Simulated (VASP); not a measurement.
Level of theory: HSE06 screened hybrid, VASP's PBE PAW potentials (set 64) (plane waves; VASP).

VASP input:

POSCAR:
```
Al32As31
1
   11.4648462108     0.0000000000     0.0000000000
    0.0000000000    11.4648462108     0.0000000000
    0.0000000000     0.0000000000    11.4648462108
Al As
32 31
Direct
  0.4994492888   0.0003102303   0.9994598091
  0.7495676730   0.2503150655   0.9977927162
  0.7499091811   0.9986636399   0.2516500532
  0.0007671672   0.9998798764   0.9986076331
  0.2502613356   0.2492319591   0.9995860970
  0.5010264543   0.5001769847   0.9981338257
  0.7507228258   0.7496881496   0.9996681043
  0.2503243134   0.0007182400   0.2503370229
  0.5024463294   0.2517876185   0.2516700713
  0.7475202703   0.4966561583   0.2536857948
  0.5004583014   0.9990497540   0.4985767711
  0.7467643755   0.2534824113   0.4957814643
  0.7503711791   0.0010588789   0.7502090230
  0.9999081642   0.5009352658   0.9996608900
  0.2494307209   0.7503413746   0.9987477582
  0.0016673807   0.2499436321   0.2516024928
  0.2483861608   0.5001131955   0.2518611707
  0.5005499730   0.7512519472   0.2514138975
  0.9998446256   0.0007225315   0.4999748157
  0.2485188291   0.2501587037   0.4986504875
  0.5020570054   0.4982593071   0.4980068032
  0.7497654710   0.7512638370   0.4988915373
  0.2494490632   0.9999314020   0.7515971210
  0.5006883834   0.2504222943   0.7521560958
  0.7497028689   0.4998862485   0.7520541928
  0.9998249400   0.7495830266   0.2504761326
  0.0012815677   0.5001582955   0.4989163436
  0.2503728849   0.7497803122   0.5001090841
  0.9999633092   0.2493640089   0.7506888412
  0.2499612309   0.5011914378   0.7509257373
  0.4996276121   0.7498368308   0.7508523753
  0.0006434665   0.7504306064   0.7516848137
  0.6265684325   0.1264292529   0.1266709100
  0.8734049522   0.3734630570   0.1270194962
  0.8729521976   0.1271473053   0.3742663145
  0.1251240181   0.1250455516   0.1250712360
  0.3766896626   0.3767835491   0.1269776555
  0.6242592719   0.6231094360   0.1275917396
  0.8752591743   0.8750973018   0.1250895148
  0.3772821782   0.1275206076   0.3757393488
  0.8727614328   0.6230097035   0.3760202739
  0.6237235929   0.1274934303   0.6225317346
  0.8730068460   0.3761233458   0.6229443799
  0.8750611076   0.1251331437   0.8749441496
  0.1250250512   0.6251085333   0.1252073310
  0.3750219446   0.8750168766   0.1251617499
  0.1248735693   0.3750987928   0.3752680504
  0.3769893870   0.6233106287   0.3743033474
  0.6250735961   0.8749820895   0.3751472990
  0.1251237019   0.1250780635   0.6251329683
  0.3762976677   0.3739475138   0.6235916866
  0.6261890257   0.6235203227   0.6233722011
  0.8750908454   0.8751401245   0.6251990954
  0.3751840744   0.1251629589   0.8751102029
  0.6251232411   0.3752192282   0.8750452670
  0.8750415114   0.6250492083   0.8751289535
  0.1251681817   0.8751254506   0.3752258959
  0.1249834882   0.6252506327   0.6251410257
  0.3751074795   0.8752585614   0.6252081772
  0.1250937055   0.3751256799   0.8751973538
  0.3752076530   0.6251310120   0.8751501436
  0.6252292418   0.8751669023   0.8749950623
  0.1251274154   0.8750835119   0.8751114594
```

KPOINTS:
```
Automatic mesh
0
Gamma
1 1 1
0 0 0
```

### INCAR
```
# general
SYSTEM    =  Al32As31
PREC      =  Normal
ENCUT     =  400
LREAL     =  Auto
LASPH     =  .TRUE.
ISYM      =  0
NELECT    =  252.0

# electronic loop
EDIFF     =  1E-5
NELM      =  50
NELMIN    =  4
ALGO      =  Normal
LMAXMIX   =  4

# smearing
ISMEAR    =  0
SIGMA     =  0.05

# functional
GGA       =  PE
LHFCALC   =  .TRUE.
AEXX      =  0.25
HFSCREEN  =  0.2
PRECFOCK  =  Fast

# ions
ISIF      =  0

# output
LWAVE     =  .FALSE.
LCHARG    =  .FALSE.
```

POTCAR, in this order: Al As (PBE.64 set). Program: vasp_gam. Read from the step before: WAVECAR.

The cell is charged, with a uniform compensating background. The supercell is sampled at Γ alone, which is coarse: total energies, pressure and levels can be off, energies of defects by several tenths of an eV.

### Question
Estimate the energy per atom (σ→0).

### Answer

* **energy per atom (σ→0)**: -5293 meV/atom

**OSZICAR**
```
...
DAV:   4    -0.333450584284E+03    0.13062E-01   -0.85329E-03   352   0.170E-01    0.125E+01
DAV:   5    -0.333446492664E+03    0.40916E-02   -0.28554E-03   360   0.910E-02    0.742E+00
DAV:   6    -0.333445133177E+03    0.13595E-02   -0.84519E-04   346   0.497E-02    0.436E+00
DAV:   7    -0.333444679442E+03    0.45373E-03   -0.28508E-04   346   0.310E-02    0.254E+00
DAV:   8    -0.333444544015E+03    0.13543E-03   -0.10481E-04   346   0.202E-02    0.145E+00
DAV:   9    -0.333444517254E+03    0.26760E-04   -0.47721E-05   298   0.127E-02    0.826E-01
DAV:  10    -0.333444524488E+03   -0.72334E-05   -0.33328E-05   218   0.847E-03
   1 F= -.33344452E+03 E0= -.33344348E+03  d E =-.208931E-02
```

The cell is a supercell with a defect, built from AlAs (zinc blende): vac_As, charge -1. The cell's shape comes from a PBE relaxation. The run is not spin-polarised, so no state with unpaired spins was tried.
